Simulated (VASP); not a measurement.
Crystal: Na3TeH.

```
Na Te H
1.0
     4.76717    0.00000    0.00000
     0.00000    4.76717    0.00000
     0.00000    0.00000    4.76717
Na Te H
3 1 1
Direct
  0.50000 0.00000 0.50000
  0.00000 0.50000 0.50000
  0.50000 0.50000 0.00000
  0.00000 0.00000 0.00000
  0.50000 0.50000 0.50000
```

The cell was built by a generator and needn't be a form met in nature.

* Program: VASP 6.6.1
* Task: relaxation of cell and atoms
* Functional: RPBE
* Potentials or basis: VASP PAW PBE potentials, release 64 (Na_pv, Te, H)
* Cutoff: 600 eV
* k mesh: 6 × 6 × 6
* Occupations: gaussian, width 0.03 eV
* Spin: no spin polarisation

At the start: pressure 1.2 GPa; volume 21.67 Å³/atom.

Problem. How do energy, volume and symmetry change on relaxing?

Solution. Over 3 steps the energy falls by 3.8 meV/atom and the volume is 22.75 Å³/atom (+5.0 %); space group Pm-3m (No. 221, to 0.05 Å).

The path:
```csv
step,energy change (eV),largest force (eV/Å),pressure (GPa),volume (Å³)
1,0.0000,0.0000,1.16,108.34
2,-0.0136,0.0000,0.59,110.83
3,-0.0190,0.0000,0.00,113.73
```

Final structure:
```xyz
5
Lattice="4.8450 0.0000 0.0000 0.0000 4.8450 0.0000 0.0000 0.0000 4.8450" Properties=species:S:1:pos:R:3 pbc="T T T"
Na    2.4225    0.0000    2.4225
Na    0.0000    2.4225    2.4225
Na    2.4225    2.4225    0.0000
Te    0.0000    0.0000    0.0000
H     2.4225    2.4225    2.4225
```

Caveat: the PAW data sets were made with another functional, which shifts forces and pressure a little.
